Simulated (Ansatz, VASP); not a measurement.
# Cross-check of LiCl between VASP and Ansatz

Aim: how closely do two programs agree when they are given the same cell, functional and k mesh? The cell is taken from a series of runs on this material, whose earlier steps may have relaxed, scaled, displaced or heated it; both programs get it as it stands.

Program: Ansatz 0.2.0. Level of theory: plane waves, with VASP 6.6.1 beside it; relaxation of cell and atoms at PBE. Results are calculated unless marked as measured.

### 1. The structure

The structure is cubic, space group Fm-3m (No. 225). Conventional cell: a = 5.150 Å, b = 5.150 Å, c = 5.150 Å, α = 90.00°, β = 90.00°, γ = 90.00°. Nearest to Li lie 6 Cl at 2.58 Å. Nearest to Cl lie 6 Li at 2.58 Å. Farther neighbours and most contacts between anions are not listed.

### 2. VASP: relaxation of cell and atoms, PBE

The relaxed volume is the usual yardstick between codes: in a stiff, nearly cubic crystal its relative difference is about their pressure difference at one cell divided by the bulk modulus.

Lines of VASP's logs that name or quote its potential files are left out, and so is its time.

Contents of INCAR:

```
SYSTEM = LiCl
PREC = Accurate
ENCUT = 750
EDIFF = 1E-07
NELM = 120
ISMEAR = 0
SIGMA = 0.01
LREAL = .FALSE.
ALGO = Normal
GGA = PE
NBANDS = 11
LORBIT = 11
LWAVE = .FALSE.
LCHARG = .FALSE.
ISIF = 3
IBRION = 2
NSW = 80
EDIFFG = -0.005
LASPH = .TRUE.
GGA_COMPAT = .FALSE.
NELMIN = 4
EFERMI = MIDGAP
```

Contents of POSCAR:

```
LiCl
1.0
    0.0000000000      2.5751360000      2.5751360000
    2.5751360000      0.0000000000      2.5751360000
    2.5751360000      2.5751360000      0.0000000000
Li Cl
1 1
Direct
    0.0000000000      0.0000000000      0.0000000000
    0.5000000000      0.5000000000      0.5000000000
```

Contents of KPOINTS:

```
Automatic mesh
0
Gamma
8 8 8
0 0 0
```

The projector-augmented-wave data sets are Li_sv and Cl (PBE family, release 64).

Run with:

```bash
> mpirun -np 1 vasp_std
```

Numbers of over 12 decimals in the logs are rounded to 6 here.

What it wrote:

```text
[banner, memory and clock lines left out]
running    1 mpi-ranks, on    1 nodes
 distrk:  each k-point on    1 cores,    1 groups
 distr:  one band on    1 cores,    1 groups

 POSCAR found type information on POSCAR LiCl
 POSCAR found :  2 types and       2 ions
 LDA part: xc-table for (Slater+PW92), standard interpolation
 POSCAR, INCAR and KPOINTS ok, starting setup
 FFT: planning ... GRIDC
 FFT: planning ... GRID_SOFT
 FFT: planning ... GRID
 WAVECAR not read
 entering main loop
       N       E                     dE             d eps       ncg     rms          rms(c)
DAV:   1     0.504087390660E+02    0.50409E+02   -0.50246E+03   638   0.109E+03
DAV:   2    -0.437162652091E+01   -0.54780E+02   -0.50724E+02   822   0.169E+02
DAV:   3    -0.737127046638E+01   -0.29996E+01   -0.29930E+01   830   0.423E+01
DAV:   4    -0.744810438195E+01   -0.76834E-01   -0.76752E-01   918   0.661E+00
DAV:   5    -0.744940418106E+01   -0.12998E-02   -0.12997E-02   868   0.785E-01    0.238E+00
DAV:   6    -0.737811845539E+01    0.71286E-01   -0.16055E-01   799   0.198E+00    0.169E+00
DAV:   7    -0.737956156775E+01   -0.14431E-02   -0.50237E-02   962   0.129E+00    0.921E-01
DAV:   8    -0.738373174356E+01   -0.41702E-02   -0.68657E-03   750   0.651E-01    0.151E-01
DAV:   9    -0.738370261199E+01    0.29132E-04   -0.19197E-04   786   0.110E-01    0.524E-02
DAV:  10    -0.738377328568E+01   -0.70674E-04   -0.11553E-04   739   0.787E-02    0.412E-02
DAV:  11    -0.738377082456E+01    0.24611E-05   -0.10219E-05   840   0.210E-02    0.182E-03
DAV:  12    -0.738377081656E+01    0.79973E-08   -0.51832E-07   763   0.540E-03
   1 F= -.73837708E+01 E0= -.73837708E+01  d E =-.738377E+01
 curvature:   0.00 expect dE= 0.000E+00 dE for cont linesearch  0.000E+00
 trial: gam= 0.00000 g(F)=  0.132E-59 g(S)=  0.196E-04 ort = 0.000E+00 (trialstep = 0.100E+01)
 search vector abs. value=  0.196E-04
 bond charge predicted
       N       E                     dE             d eps       ncg     rms          rms(c)
DAV:   1    -0.738386014825E+01   -0.89324E-04   -0.13445E-03   668   0.232E-01    0.551E-02
DAV:   2    -0.738379510393E+01    0.65044E-04   -0.14452E-04   798   0.726E-02    0.191E-02
DAV:   3    -0.738378801319E+01    0.70907E-05   -0.30501E-05   725   0.307E-02    0.122E-02
DAV:   4    -0.738378941009E+01   -0.13969E-05   -0.77497E-07  1110   0.655E-03    0.191E-03
DAV:   5    -0.738378963830E+01   -0.22821E-06   -0.14002E-07   487   0.238E-03    0.630E-04
DAV:   6    -0.738378962892E+01    0.93754E-08   -0.96002E-09   409   0.940E-04
   2 F= -.73837896E+01 E0= -.73837896E+01  d E =-.188124E-04
 trial-energy change:   -0.000019  1 .order   -0.000017   -0.000020   -0.000014
 step:   3.5325(harm=  3.5325)  dis= 0.00000  next Energy=    -7.383805 (dE=-0.346E-04)
 bond charge predicted
       N       E                     dE             d eps       ncg     rms          rms(c)
DAV:   1    -0.738424700241E+01   -0.45736E-03   -0.84850E-03   638   0.586E-01    0.140E-01
DAV:   2    -0.738383930059E+01    0.40770E-03   -0.93026E-04   777   0.185E-01    0.486E-02
DAV:   3    -0.738379128297E+01    0.48018E-04   -0.19587E-04   719   0.778E-02    0.311E-02
DAV:   4    -0.738379348080E+01   -0.21978E-05   -0.50121E-06  1082   0.167E-02    0.485E-03
DAV:   5    -0.738379397300E+01   -0.49220E-06   -0.93643E-07   792   0.602E-03    0.184E-03
DAV:   6    -0.738379394850E+01    0.24503E-07   -0.21532E-08   418   0.139E-03
   3 F= -.73837939E+01 E0= -.73837939E+01  d E =-.231319E-04
 curvature:  -1.77 expect dE=-0.107E-04 dE for cont linesearch -0.107E-04
 trial: gam= 0.00000 g(F)=  0.255E-60 g(S)=  0.607E-05 ort =-0.109E-04 (trialstep = 0.151E+01)
 search vector abs. value=  0.607E-05
 reached required accuracy - stopping structural energy minimisation
```

From OUTCAR (step 2):

```text
ion  position               nearest neighbor table
   1  0.000  0.000  0.000-   2 2.58   2 2.58   2 2.58   2 2.58   2 2.58   2 2.58
   2  0.500  0.500  0.500-   1 2.58   1 2.58   1 2.58   1 2.58   1 2.58   1 2.58

  LATTYP: Found a face centered cubic cell.
 ALAT       =     5.1502720000

 Subroutine GETGRP returns: Found 48 space group operations
 (whereof 48 operations were pure point group operations)

The static configuration has the point symmetry O_h .

 Found     29 irreducible k-points:

   k-points           NKPTS =     29   k-points in BZ     NKDIM =     29   number of bands    NBANDS=     11

   dimension x,y,z NGX =    36 NGY =   36 NGZ =   36
   dimension x,y,z NGXF=    72 NGYF=   72 NGZF=   72

   ENCUT  =  750.0 eV  55.12 Ry    7.42 a.u.   8.13  8.13  8.13*2*pi/ulx,y,z

   NELECT =      10.0000    total number of electrons

 k-points in reciprocal lattice and weights: Automatic mesh
   0.00000000  0.00000000  0.00000000       0.002
   0.12500000  0.00000000  0.00000000       0.016
   0.25000000  0.00000000  0.00000000       0.016
   0.37500000  0.00000000  0.00000000       0.016
   0.50000000  0.00000000  0.00000000       0.008
   0.12500000  0.12500000  0.00000000       0.012
   0.25000000  0.12500000  0.00000000       0.047
   0.37500000  0.12500000  0.00000000       0.047
   0.50000000  0.12500000  0.00000000       0.047
[...]
-0.37500000  0.50000000  0.12500000       0.023
  -0.25000000  0.50000000  0.25000000       0.012

 average (electrostatic) potential at core
       1 -62.0893       2 -92.6584

 E-fermi :   3.6638

 k-point     1 :       0.0000    0.0000    0.0000
  band No.  band energies     occupation
      1     -43.0081      2.00000
      2     -12.8499      2.00000
      3       0.5196      2.00000
      4       0.5196      2.00000
      5       0.5196      2.00000
      6       6.8079      0.00000
      7      12.4517      0.00000
      8      12.4517      0.00000
      9      12.4517      0.00000
     10      15.0024      0.00000
    ...

 k-point     2 :       0.1250    0.0000    0.0000
  band No.  band energies     occupation
      1     -43.0077      2.00000
      2     -12.7756      2.00000
      3      -0.0007      2.00000
      4       0.4792      2.00000
      5       0.4792      2.00000
      6       7.2696      0.00000
      7      11.6636      0.00000
      8      12.3458      0.00000
      9      12.3458      0.00000
     10      13.6006      0.00000
    ...

 k-point     3 :       0.2500    0.0000    0.0000
  band No.  band energies     occupation
      1     -43.0068      2.00000
      2     -12.5864      2.00000
      3      -1.0428      2.00000
      4       0.3867      2.00000
      5       0.3867      2.00000
      6       7.7130      0.00000
      7      11.2033      0.00000
      8      11.2033      0.00000
      9      11.4668      0.00000
     10      14.4527      0.00000
    ...

  Total        0.0091621      0.0091621      0.0091621      0.0000000      0.0000000      0.0000000
  in kB        0.4316205      0.4316205      0.4316205      0.0000000      0.0000000      0.0000000
  external PRESSURE =       0.4316205 kB  Pullay stress =       0.0000000 kB

  energy-cutoff  :      750.00
  volume of cell :       34.01
      direct lattice vectors                 reciprocal lattice vectors
     0.000000000  2.571527289  2.571527289    -0.194436980  0.194436980  0.194436980
     2.571527289 -0.000000000  2.571527289     0.194436980 -0.194436980  0.194436980
     2.571527289  2.571527289  0.000000000     0.194436980  0.194436980 -0.194436980

 POSITION                                       TOTAL-FORCE (eV/Angst)
 -----------------------------------------------------------------------------------
      0.00000      0.00000      0.00000        -0.000000     -0.000000     -0.000000
      2.57153      2.57153      2.57153         0.000000      0.000000      0.000000
 -----------------------------------------------------------------------------------
    total drift:                                0.000000      0.000000      0.000000

  FREE ENERGIE OF THE ION-ELECTRON SYSTEM (eV)
  ---------------------------------------------------
  free  energy   TOTEN  =        -7.3837939485 eV

  energy  without entropy=       -7.3837939485  energy(sigma->0) =       -7.38379395

 reached required accuracy - stopping structural energy minimisation

 total charge
# of ion       s       p       d       tot
------------------------------------------
    1        2.006   0.033   0.000   2.039
    2        1.589   3.590   0.000   5.180
--------------------------------------------------
tot          3.595   3.624   0.000   7.219

[... 3 further parts left out ...]
```

The gap is read on the k-mesh alone, so it is an upper bound where the band edges lie off the mesh. The run keeps the 48 symmetry operations of its start, so it cannot find a distortion of lower symmetry.

### 3. Ansatz: relaxation of cell and atoms, PBE

Ansatz runs on its default PAW (the set named soft_2) files.

The same cell, functional and mesh now go to Ansatz, which takes its cutoff from its data sets.

Contents of input.yaml:

```yaml
crystal:
  lattice:
    - [0.0, 2.5751358607, 2.5751358607]
    - [2.5751358607, 0.0, 2.5751358607]
    - [2.5751358607, 2.5751358607, 0.0]
  atoms:
    - { symbol: Li, position: [0.0, 0.0, 0.0] }
    - { symbol: Cl, position: [0.5, 0.5, 0.5] }
kpoints:
  mp_grid: { grid: [8, 8, 8] }
hamiltonian:
  xc: pbe
scf:
  occupations: { method: fixed }
output:
  forces: true
  stress: true
  eigenvalues: true
relax:
  adjacent_minimum: "off"
  f_tol: 0.001
  max_steps: 60
  cell: { stress_tol: 0.01 }
```

Run with:

```bash
> ansatz run input.yaml --threads 4 --pin off --max-ram 16384MiB --backend cpu --events-out ev --progress --plain --runs-dir out
```

What it wrote:

```text
Engine: ansatz 0.2.0, x86_64-unknown-linux-gnu
Pseudopotentials: kind: paw
Pseudopotential: Li, paw, valence charge 3, recommended cutoff 420 eV (normal), Li.paw.azcp
Pseudopotential: Cl, paw, valence charge 7, recommended cutoff 420 eV (normal), Cl.paw.azcp
Functional definition: PBE
  parameter kappa = 0.804
  parameter beta = 0.066725
  exchange = pbe_x(kappa = kappa, mu = beta*pi^2/3)
  correlation = pbe_c(beta = beta)
Crystal: 2 atoms, lattice volume = 34.153 Å³
Basis set: ecut = 420 eV, 645 PW (Γ), exchange–correlation on 50×50×50 points (8 copies of the dense FFT grid, shifted against one another)
Bands: 9, of which v1, the nominal top of the filled ones, is band 5 counted from 1 (4 counted from 0)
Symmetry: 48 space group operations
Space group: Fm-3m (ITA 225), of the structure as read, at distance tolerance 3.2e-5 Å
k-points: 29 of 512
Non-local potential: Li, projectors of the file, l = 0: 3, l = 1: 2, l = 2: 1
Non-local potential: Cl, projectors of the file, l = 0: 2, l = 1: 2, l = 2: 2
PAW form: soft (Blöchl's): semilocal exchange-correlation on the pseudo side does not see the compensation charge
PAW one-centre angular grid: Li, 110 points (default); XC on 64 Gauss nodes
PAW one-centre angular grid: Cl, 110 points (default); XC on 64 Gauss nodes
Initial density: superposition of atomic densities (neutral atoms: chi_scale 0, normalization atom), corrected by the library's trained network
Initial wavefunctions: pseudopotential atomic-orbital guess
Functional: x = pbe(κ = 0.804, μ = 0.219515), c = pbe(β = 0.066725)
SCF iter   1: F=—  HF=-1287.834016 eV  |F-HF|=—  |Δ(HF+E_count)|=         —  Δρ=2.22e-4  dr2=1.81e-5  ethr=1.77e-3  ⟨swp⟩=5.2  Hψ=1630  notcnv=0  defer=42
preconditioner: auto → none  [insulator: Δε(μ)=6.263 eV  Ē_g=14.061 eV  n_scr=8 (ndim 8)  ℏωp=18.0 eV  f_vac=0.000  ε∞_Penn≈2.6]
SCF iter   2: F=—  HF=-1287.833912 eV  |F-HF|=—  |Δ(HF+E_count)|=   1.04e-4  Δρ=1.14e-4  dr2=3.64e-6  ethr=1.81e-7  ⟨swp⟩=2.4  Hψ=705  notcnv=0  defer=51
SCF iter   3: F=—  HF=-1287.833896 eV  |F-HF|=—  |Δ(HF+E_count)|=   1.56e-5  Δρ=2.31e-5  dr2=2.83e-7  ethr=3.64e-8  ⟨swp⟩=2.3  Hψ=374  notcnv=0  defer=54
iter 4 did not close the SCF: its close was put off for the readings that it lacked (scf_convergence_deferred on its scf_iter line)
SCF iter   4: F=-1287.833896 eV  HF=-1287.833896 eV  |F-HF|=3.41e-10  |Δ(HF+E_count)|=   8.89e-9  Δρ=4.80e-6  dr2=3.95e-9  ethr=2.83e-9  ⟨swp⟩=2.0  Hψ=368  notcnv=0  defer=54
iter 5 did not close the SCF: its close was put off for the readings that it lacked (scf_convergence_deferred on its scf_iter line)
SCF iter   5: F=-1287.833896 eV  HF=-1287.833896 eV  |F-HF|=1.22e-10  |Δ(HF+E_count)|=   1.21e-9  Δρ=9.58e-7  dr2=1.70e-10  ethr=3.95e-11  ⟨swp⟩=2.4  Hψ=364  notcnv=0  defer=54
SCF iter   6: F=-1287.833896 eV  HF=-1287.833896 eV  |F-HF|=1.36e-12  |Δ(HF+E_count)|=  1.84e-10  Δρ=6.61e-8  dr2=9.49e-13  ethr=1.70e-12  ⟨swp⟩=4.2  Hψ=1295  notcnv=0
SCF 1 converged in 6 iterations: F = -1287.833896 eV  dr2 = 9.49e-13
  greatest PAW one-centre occupation: 1.000 electrons in one spin orbital (limit 2), on the Li atom at site 0 (counted from 0), in its partial waves of l = 0
relax step   1: F+E_penalty+E_count = -1287.83389627 eV  Δ(F+E_penalty+E_count) = +0.000e0 eV  max|allowed force component| = 5.428e-30 eV/Å  Δτ_max = 0.0000 Å  P = +0.003 GPa  Ω = 34.153 Å³  (6 SCF iters, dr2 threshold 1.00e-7 eV, accepted)
Initial density: handed on by an earlier stage of this run
Initial wavefunctions: pseudopotential atomic-orbital guess (no wavefunctions were taken with the density)
iter 1 solved again at ethr=5.17e-6 eV; its pass at ethr=3.10e-3 eV (dr2=5.17e-4 eV) is discarded
SCF iter   1: F=—  HF=-1287.833945 eV  |F-HF|=—  |Δ(HF+E_count)|=         —  Δρ=4.46e-6  dr2=4.87e-9  ethr=5.17e-6  ⟨swp⟩=2.1  Hψ=2183  notcnv=0  defer=52
eigensolver tolerance schedule: the retry pair's looser diagonalisation over-reported the residual by 106139.41 of it (diagonalisation noise at an unbounded share of the residual, at the tolerance the schedule requests for it); recorded, not acted on — ethr = c·dr2/N_el stays at c = 1.0e-1
preconditioner: auto → none  [insulator: Δε(μ)=6.260 eV  Ē_g=14.059 eV  n_scr=8 (ndim 8)  ℏωp=18.0 eV  f_vac=0.000  ε∞_Penn≈2.6]
SCF iter   2: F=—  HF=-1287.833896 eV  |F-HF|=—  |Δ(HF+E_count)|=   4.88e-5  Δρ=3.56e-6  dr2=4.71e-9  ethr=4.87e-11  ⟨swp⟩=3.3  Hψ=560  notcnv=0  defer=27
SCF iter   3: F=—  HF=-1287.833896 eV  |F-HF|=—  |Δ(HF+E_count)|=   1.03e-9  Δρ=1.88e-6  dr2=1.13e-9  ethr=4.71e-11  ⟨swp⟩=1.7  Hψ=312  notcnv=0  defer=27
SCF iter   4: F=—  HF=-1287.833896 eV  |F-HF|=—  |Δ(HF+E_count)|=  1.71e-10  Δρ=9.91e-7  dr2=2.45e-10  ethr=1.13e-11  ⟨swp⟩=1.6  Hψ=316  notcnv=0  defer=27
SCF iter   5: F=—  HF=-1287.833896 eV  |F-HF|=—  |Δ(HF+E_count)|=  5.91e-12  Δρ=7.80e-7  dr2=1.50e-10  ethr=2.45e-12  ⟨swp⟩=1.0  Hψ=261  notcnv=0  defer=27
SCF iter   6: F=—  HF=-1287.833896 eV  |F-HF|=—  |Δ(HF+E_count)|=  1.46e-11  Δρ=4.41e-7  dr2=4.74e-11  ethr=1.50e-12  ⟨swp⟩=1.0  Hψ=261  notcnv=0  defer=28
SCF iter   7: F=—  HF=-1287.833896 eV  |F-HF|=—  |Δ(HF+E_count)|=  5.46e-12  Δρ=2.59e-7  dr2=1.65e-11  ethr=4.74e-13 (applied; sched 1.00e-12)  ⟨swp⟩=1.0  Hψ=261  notcnv=0  defer=28
SCF iter   8: F=—  HF=-1287.833896 eV  |F-HF|=—  |Δ(HF+E_count)|=  1.82e-12  Δρ=1.25e-7  dr2=3.74e-12  ethr=1.65e-13 (applied; sched 1.00e-12)  ⟨swp⟩=1.6  Hψ=316  notcnv=0  defer=28
SCF iter   9: F=-1287.833896 eV  HF=-1287.833896 eV  |F-HF|=2.27e-13  |Δ(HF+E_count)|=  4.55e-13  Δρ=4.64e-8  dr2=5.39e-13  ethr=1.00e-12  ⟨swp⟩=4.9  Hψ=1424  notcnv=0
SCF 2 converged in 9 iterations: F = -1287.833896 eV  dr2 = 5.39e-13
relax step   2: F+E_penalty+E_count = -1287.83389627 eV  Δ(F+E_penalty+E_count) = -1.592e-12 eV  max|allowed force component| = 5.095e-30 eV/Å  Δτ_max = 0.0000 Å  P = +0.003 GPa  Ω = 34.153 Å³  stress off target by 2.55e-3 GPa  SCF on the basis re-selected at this cell (its energy is not comparable with the rows above)  (9 SCF iters)
basis re-selected at this cell: Δ(F+E_penalty+E_count) = -1.592e-12 eV, ΔP = +0.000 GPa vs the last step (what re-selecting the basis moved, of the pressure what is left beyond the Pulay correction that the steps carried, after the strain that the cell walked since its last selection, with what the two solves' SCF thresholds leave and, on support functions, any second-order correction that the steps lacked; it is no  [...]
SCF converged after 9 iterations
Free energy (F): -1287.833896 eV
Harris-Foulkes:  -1287.833896 eV  (|F-HF|=2.27e-13)
Internal energy: -1287.833896 eV  (E = F + TS)
E sigma→0 (E₀):  -1287.833896 eV
Fermi energy:    1.601199 eV
--- Per-component energies (eV) ---
  E_band       = -104.124199
  E_kinetic    = 183.612770
  E_local      = -327.467602  (includes V_loc(G=0)·N_el)
  E_nonlocal   = -4.753205
  E_hartree    = 95.540419
  E_xc         = -118.617326
  E_vxc        = -136.855495  (∫ρ·V_xc dr)
  E_paw        = -680.420897  (= ΣΔE_a)
  E_vpaw       = -9.741611  (= ΣTr[D̂ρ^β])
  E_aug_tail   = 0.000097  (compensation charges beyond the density's cutoff)
  E_ewald      = -435.728151
  E_smearing   = -0.000000  (= −TS)
  E_closure    = 0.000000  (closes the sum)
  Σ components = -1287.833896   (vs F -1287.833896, Δ=0.00e0)
--- Forces (eV/Å), atoms counted from 1 ---
  atom   1  Li    -0.00000000    -0.00000000    -0.00000000
  atom   2  Cl     0.00000000    -0.00000000    -0.00000000
  max |Σ_I F_I| component: 9.80e-30 eV/Å
--- Stress (GPa, compression-positive) ---
        0.002545       0.000000      -0.000000
       -0.000000       0.002545      -0.000000
       -0.000000       0.000000       0.002545
  P = ⅓ Tr σ = 0.0025 GPa (0.025 kbar)
--- Band table (eV; the first three rows and the last of 29) ---
  k-point 0: bands = ["-41.9251", "-11.7541", "1.6012", "1.6012", "1.6012", "7.8606", "13.3838", "13.3838", "13.3838"]
  k-point 1: bands = ["-41.9247", "-11.6805", "1.0835", "1.5611", "1.5611", "8.3221", "12.6440", "13.3007", "13.3007"]
  k-point 2: bands = ["-41.9238", "-11.4933", "0.0472", "1.4693", "1.4693", "8.7685", "12.1968", "12.1968", "12.4757"]
  k-point 28: bands = ["-41.9217", "-10.9730", "-0.4744", "-0.4744", "0.5610", "11.0385", "11.6713", "11.9493", "11.9493"]
--- Relaxed structure (1 steps of the walk, 1 accepted, 1 SCFs on fresh bases) ---
  F+E_penalty+E_count = -1287.83389627 eV   max|allowed force component| = 5.095e-30 eV/Å   (the final SCF, on the basis selected at the relaxed cell)
  cell:  # Å, volume = 34.1531 Å³
    - [0.0, 2.5751358607, 2.5751358607]
    - [2.5751358607, 0.0, 2.5751358607]
    - [2.5751358607, 2.5751358607, 0.0]
  atoms:
    - { symbol: Li, position: [0.0, 0.0, 0.0] }
    - { symbol: Cl, position: [0.5, 0.5, 0.5] }
```

Reading the cycles: dr2 is the Hartree energy of the density residual (eV), the measure of convergence; HF is the Harris–Foulkes estimate of the energy, which meets the free energy F at convergence.

### 4. Differences

Known differences besides the potentials themselves: fixed occupations in Ansatz, narrow Gaussian smearing in VASP; the cutoff is 420 eV in Ansatz and 750 eV in VASP; Ansatz adds a Pulay correction to the stress that steers its cell, VASP none. Total energies have different zeros and are not compared.

Compared:

```csv
quantity,Ansatz,VASP,difference
volume (Å³),34.15,34.01,+0.42 %
"edge a after relaxation, in the typed setting (Å)",3.642,3.637,+0.14 %
```

### 5. Summary of results

| Item | Value |
| --- | --- |
| difference in volume (relaxation of cell and atoms, PBE) | 0.42 % |

What this shows: The difference in volume is 0.42 % (relaxation of cell and atoms, PBE), within the 1.2 % picked in this series as the mark of a large difference, as far as the stopping tolerances let one tell. 1 further run of this series is not shown here. Such differences can come from data sets, numerical settings and the points named under the comparisons, not from the functional's error against experiment.

[Lines on the potential files, build, host, timing and source positions are cut from VASP's logs without a mark.]

[Logs are printed without paths, hosts, clocks, repeated set-up lines and the standing remarks that a program may print on its own settings, such as how far it seeks lower states.]

[Hosts, paths, dates, database ids (printed as entryN), source tags and the programs' standing remarks are cut or masked in the printed files.]
